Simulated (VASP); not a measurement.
Consider the following.

```yaml
crystal:
  lattice:
    - [0.00000, 3.27234, 3.27234]
    - [3.27234, 0.00000, 3.27234]
    - [3.27234, 3.27234, 0.00000]
  atoms:
    - { symbol: In, position: [0.00000, 0.00000, 0.00000] }
    - { symbol: Sb, position: [0.25000, 0.25000, 0.25000] }
```

Computed with PBE GGA with D3 dispersion (Becke-Johnson damping), VASP's PBE PAW potentials (set 64) (plane waves; VASP 6.6.1). Settings: 520 eV cut-off, 10×10×10 Γ-centred mesh, first-order Methfessel-Paxton smearing of 0.10 eV, potentials In_d Sb.

**Question.** Give the energy at these volumes per atom, relative to the lowest: 32.91, 33.96, 35.01, 36.06, 37.11 Å³.

**Answer.** 19.1, 4.6, 0.0, 3.6, 14.1 meV/atom. A third-order Birch-Murnaghan fit gives B0 = 41.6 GPa and B0′ = 4.9.

Measured: bulk modulus 46.1 GPa at 0 K (computed value off by -9.8 %), as given by Daniel Mejia-Rodriguez et al., Physical Review B (2018), arXiv:1807.09216 [0 K value with the zero-point phonon effect removed]; a 6.468 Å at 0 K (computed value off by +1.2 %), as given by Daniel Mejia-Rodriguez et al., Physical Review B (2018), arXiv:1807.09216 [static lattice: zero-point anharmonic expansion removed].

The compound is InSb in the zinc blende structure. It was relaxed first.
